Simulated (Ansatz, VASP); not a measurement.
# P in two plane-wave programs, part 2 of 2

Wanted: the spread between two codes on one cell, functional and k mesh. The cell is taken from a series of runs on this material, whose earlier steps may have relaxed, scaled, displaced or heated it; both programs get it as it stands.

VASP 6.6.1 and Ansatz 0.2.0.

So far: The structure; VASP: zone-centre phonons, PBE with D3(BJ).

## (3) Ansatz: zone-centre phonons, PBE with D3(BJ)

Level of this step: Ansatz beside VASP: Kohn-Sham DFT, plane waves, PBE with D3(BJ) (Ansatz).

Ansatz runs on its PAW soft_1 files.

The same cell, functional, mesh and smearing now go to Ansatz, which takes its cutoff from its data sets.

File input.yaml:

```yaml
crystal:
  lattice:
    - [1.6688870261, -4.9999763248, 0.0]
    - [1.6688870261, 4.9999763248, 0.0]
    - [0.0, 0.0, 3.9752479379]
  atoms:
    - { symbol: P, position: [0.890751211, 0.109248789, 0.0642137557] }
    - { symbol: P, position: [0.609248789, 0.390751211, 0.5642137557] }
    - { symbol: P, position: [0.109248789, 0.890751211, 0.9357862443] }
    - { symbol: P, position: [0.390751211, 0.609248789, 0.4357862443] }
kpoints:
  mp_grid: { grid: [16, 16, 12] }
hamiltonian:
  xc: pbe
  dispersion: d3bj
  pseudopotentials: { kind: paw, azcp: { folder: soft_1 } }
scf:
  occupations: { method: methfessel_paxton, width: 0.2 }
output:
  eigenvalues: true
phonons:
  method: dfpt
```

Command:

```bash
$ ansatz run input.yaml --threads 4 --pin off --max-ram 16384MiB --backend cpu --events-out ev --progress --plain --runs-dir out
```

Numbers of over 12 decimals in the logs are rounded to 6 here.

The program printed:

```text
zone centre: on kpoints.mp_grid the ground state, and the responses unless they are solved on pairs of k-points, stand on 826 of the mesh's 3072 k-points, reduced under 2 symmetry operations, with k and −k counted as one. Each operation leaves every solved displacement unchanged or reverses it
Engine: ansatz 0.2.0, x86_64-unknown-linux-gnu
Pseudopotentials: kind: paw
Pseudopotential: P, paw, valence charge 5, recommended cutoff 420 eV (normal), soft_1/P.paw.azcp
Functional definition: PBE
  parameter kappa = 0.804
  parameter beta = 0.066725
  exchange = pbe_x(kappa = kappa, mu = beta*pi^2/3)
  correlation = pbe_c(beta = beta)
Crystal: 4 atoms, lattice volume = 66.342 Å³
Basis set: ecut = 420 eV, 1285 PW (Γ), exchange–correlation on 72×72×60 points (8 copies of the dense FFT grid, shifted against one another)
Bands: 14, of which v1, the nominal top of the filled ones, is band 10 counted from 1 (9 counted from 0)
Symmetry: 8 space group operations
k-points: 826 of 3072 (irreducible under 2 space group operations, time reversal used)
Non-local potential: P, projectors of the file, l = 0: 2, l = 1: 2, l = 2: 1
PAW form: soft (Blöchl's): semilocal exchange-correlation on the pseudo side does not see the compensation charge
PAW one-centre angular grid: P, 110 points (default); XC on 64 Gauss nodes
Initial density: superposition of atomic densities (chi_scale 0.1, normalization cell)
Initial wavefunctions: pseudopotential atomic-orbital guess
Functional: x = pbe(κ = 0.804, μ = 0.219515), c = pbe(β = 0.066725)
SCF iter   1: F=—  HF=-3024.264824 eV  |F-HF|=—  |Δ(HF+E_count)|=         —  Δρ=3.99e-2  dr2=6.57e-1  ethr=3.10e-3  ⟨swp⟩=7.2  Hψ=87099  notcnv=0
preconditioner: auto → Kerker (q_TF=auto, 2.234 Å⁻¹)  [metal: Δε(μ)=0.004 eV  Ē_g=9.208 eV  σ=0.200 eV  W_gap=0.02  n_scr=12 (ndim 8)  ℏωp=20.4 eV  f_vac=0.000  D(μ)=0.28/eV (n_scr^D=0)]
SCF iter   2: F=—  HF=-3024.181507 eV  |F-HF|=—  |Δ(HF+E_count)|=   8.33e-2  S|Δr|=    0.00e0  Δρ=2.41e-2  dr2=2.52e-1  ethr=3.10e-3  ⟨swp⟩=1.2  Hψ=18435  notcnv=0
SCF iter   3: F=—  HF=-3024.132907 eV  |F-HF|=—  |Δ(HF+E_count)|=   4.86e-2  S|Δr|=    0.00e0  Δρ=1.77e-3  dr2=1.43e-3  ethr=1.26e-3  ⟨swp⟩=1.6  Hψ=14290  notcnv=0
SCF iter   4: F=—  HF=-3024.134402 eV  |F-HF|=—  |Δ(HF+E_count)|=   1.49e-3  S|Δr|=    0.00e0  Δρ=4.71e-4  dr2=1.26e-4  ethr=7.13e-6  ⟨swp⟩=2.2  Hψ=20441  notcnv=0
SCF iter   5: F=—  HF=-3024.134500 eV  |F-HF|=—  |Δ(HF+E_count)|=   9.82e-5  S|Δr|=    0.00e0  Δρ=7.25e-5  dr2=3.14e-6  ethr=6.32e-7  ⟨swp⟩=2.6  Hψ=19984  notcnv=0
SCF iter   6: F=—  HF=-3024.134501 eV  |F-HF|=—  |Δ(HF+E_count)|=   3.00e-7  S|Δr|=    0.00e0  Δρ=1.59e-5  dr2=1.95e-7  ethr=1.57e-8  ⟨swp⟩=2.6  Hψ=20164  notcnv=0
SCF iter   7: F=—  HF=-3024.134501 eV  |F-HF|=—  |Δ(HF+E_count)|=   9.10e-8  S|Δr|=    0.00e0  Δρ=3.20e-6  dr2=1.78e-8  ethr=9.76e-10  ⟨swp⟩=2.6  Hψ=19589  notcnv=0
SCF iter   8: F=—  HF=-3024.134501 eV  |F-HF|=—  |Δ(HF+E_count)|=   1.33e-9  S|Δr|=    0.00e0  Δρ=6.18e-7  dr2=4.21e-10  ethr=8.91e-11  ⟨swp⟩=2.2  Hψ=17538  notcnv=0
SCF iter   9: F=—  HF=-3024.134501 eV  |F-HF|=—  |Δ(HF+E_count)|=  4.09e-12  S|Δr|=    0.00e0  Δρ=1.38e-7  dr2=1.45e-11  ethr=2.11e-12  ⟨swp⟩=2.6  Hψ=20364  notcnv=0
SCF iter  10: F=-3024.134501 eV  HF=-3024.134501 eV  |F-HF|=0.00e0  |Δ(HF+E_count)|=  2.00e-11  S|Δr|=    0.00e0  Δρ=2.36e-8  dr2=3.07e-13  ethr=1.00e-12  ⟨swp⟩=8.4  Hψ=74267  notcnv=0
SCF 1 converged in 10 iterations: F = -3024.134501 eV  dr2 = 3.07e-13
  greatest PAW one-centre occupation: 0.810 electrons in one spin orbital (limit 2), on the P atom at site 3 (counted from 0), in its partial waves of l = 0
DFPT response loops at Γ: preconditioner auto → Kerker (q_TF=auto, 2.234 Å⁻¹) (partly filled bands, converged f_vac=0.000); β = 1.00, the filter's whole step (`scf.mixing.beta` (0.50) is not read by the response loops under this deck's `scf.mixing.preconditioner`; to damp them name `kerker` or `kerker_dos`, under which they read `scf.mixing.beta`, and type it under 1.00, their step now; both keys bind the ground state too); Broyden in place of MSR1
SCF converged after 10 iterations
Stability not checked: this state was not tested for a lower state beside it, because cold or Methfessel-Paxton smearing, or corrected tetrahedra, fill the levels in a way that the test cannot read (fill_not_monotonic; see scf.lower_state_search)
Free energy (F): -3024.134501 eV
Harris-Foulkes:  -3024.134501 eV  (|F-HF|=0.00e0)
Internal energy: -3024.135937 eV  (E = F + TS)
E sigma→0 (E₀):  -3024.134860 eV
Entropy (-TS):   0.001436 eV (0.359 meV/atom)
Fermi energy:    9.348443 eV
Step filling:    the computed levels leave a gap of 0.0037 eV = 0.0 smearing widths at the electron count; against every level under it full and every level over it empty, smearing changes F+E_penalty+E_count by +0.206 meV and its σ→0 estimate by -0.153 meV
--- Per-component energies (eV) ---
  E_band       = 49.584966
  E_kinetic    = 277.014478
  E_local      = -176.326128  (includes V_loc(G=0)·N_el)
  E_nonlocal   = 130.414277
  E_hartree    = 47.340558
  E_xc         = -292.473716
  E_vxc        = -245.409916  (∫ρ·V_xc dr)
  E_paw        = -2232.618371  (= ΣΔE_a)
  E_vpaw       = -30.788856  (= ΣTr[D̂ρ^β])
  E_aug_tail   = -0.000001  (compensation charges beyond the density's cutoff)
  E_ewald      = -775.790394
  E_disp       = -1.696639  (pairwise vdW)
  E_smearing   = 0.001436  (= −TS)
  E_closure    = -0.000000  (closes the sum)
  Σ components = -3024.134501   (vs F -3024.134501, Δ=0.00e0)
--- Band table (eV; the first three rows and the last of 826) ---
  k-point 0: bands = [... 6 lower, 5.4566, 6.4046, 6.4776, 8.0074, 10.5630, 10.7096, 11.1240, 13.1241]
  k-point 1: bands = [... 6 lower, 5.0649, 6.4212, 7.0958, 7.7397, 10.4059, 11.1276, 11.2245, 12.8212]
  k-point 2: bands = [... 6 lower, 5.1880, 6.4624, 7.1516, 7.9746, 10.5466, 11.0663, 11.9431, 12.1944]
  k-point 825: bands = [... 6 lower, 6.9731, 6.9731, 8.2794, 8.2794, 10.4869, 10.4869, 11.7792, 11.7792]
--- Phonons (Γ-DFPT): 3 representative perturbations + reference, on 826 of 3072 k-points (Σ response iterations 9) ---
  k mesh reduced under 2 symmetry operations, with k and −k counted as one. Each operation leaves every solved displacement unchanged or reverses it
  ASR residual: 1.781e-5 → 0.000e0 eV/Å²; symmetrization residual: 6.494e-7 eV/Å²
  pairwise dispersion correction: d3bj (s6 = 1.0, s8 = 0.7875, a1 = 0.4289, a2_bohr = 4.4407), with the weights of each atom's references fixed at the reference crystal's, and the forces and stress that the weights' published response gives there kept as a pressure on the atom's counted neighbours (hamiltonian.dispersion)
  ASR residual per site (eV/Å²): 1.78e-5 1.78e-5 1.78e-5 1.78e-5
  Γ frequencies (cm⁻¹): 0.00 0.00 0.00 64.72 175.84 210.56 373.09 386.37 410.02 411.39 435.48 455.91
  non-analytic LO–TO correction: not included (Born effective charges unavailable; polar crystals: no LO–TO splitting at Γ)
```

The column dr2 measures how far the density is from self-consistency, as an energy; F and HF (Harris–Foulkes) agree once it is small.

## (4) Side by side

Known differences besides the potentials themselves: the cutoff is 420 eV in Ansatz and 500 eV in VASP; Ansatz takes the dispersion share of the force constants at frozen C6 weights, VASP differentiates the full forces; VASP uses finite displacements, Ansatz perturbation theory. Total energies have different zeros and are not compared.

Both answers:

```tsv
quantity	Ansatz	VASP	difference
optical mode 1 (cm⁻¹)	64.7	67.9	-4.68 %
optical mode 2 (cm⁻¹)	175.8	177.4	-0.90 %
optical mode 3 (cm⁻¹)	210.6	211.2	-0.31 %
optical mode 4 (cm⁻¹)	373.1	371.9	+0.31 %
optical mode 5 (cm⁻¹)	386.4	386.4	-0.02 %
optical mode 6 (cm⁻¹)	410.0	408.1	+0.47 %
optical mode 7 (cm⁻¹)	411.4	409.8	+0.39 %
optical mode 8 (cm⁻¹)	435.5	433.5	+0.45 %
optical mode 9 (cm⁻¹)	455.9	454.7	+0.27 %
```

Modes are paired by rising frequency, not by their patterns, so a pair may set unlike modes beside each other; they are those without the splitting of longitudinal modes.

## (5) Results

| Property | Result |
| --- | --- |
| r.m.s. difference of the optical zone-centre modes, each program's sorted by frequency (zone-centre phonons, PBE with D3(BJ)) | 1.7 cm⁻¹ |
| difference in optical mode 1 (zone-centre phonons, PBE with D3(BJ)) | -4.7 % |

**Reading.** The r.m.s. difference of the optical zone-centre modes, each program's sorted by frequency is 1.7 cm⁻¹ (zone-centre phonons, PBE with D3(BJ)). Among the rows given in per cent, the largest difference of the zone-centre phonons, PBE with D3(BJ) pair is in optical mode 1, -4.7 %. How closely two codes agree says nothing of how well the functional describes the real material.

[Lines on the potential files, build, host, timing and source positions are cut from VASP's logs without a mark.]

[Logs are printed without paths, hosts, clocks, repeated set-up lines and the standing remarks that a program may print on its own settings, such as how far it seeks lower states.]

[Hosts, paths, dates, database ids (printed as entryN), source tags and the programs' standing remarks are cut or masked in the printed files.]
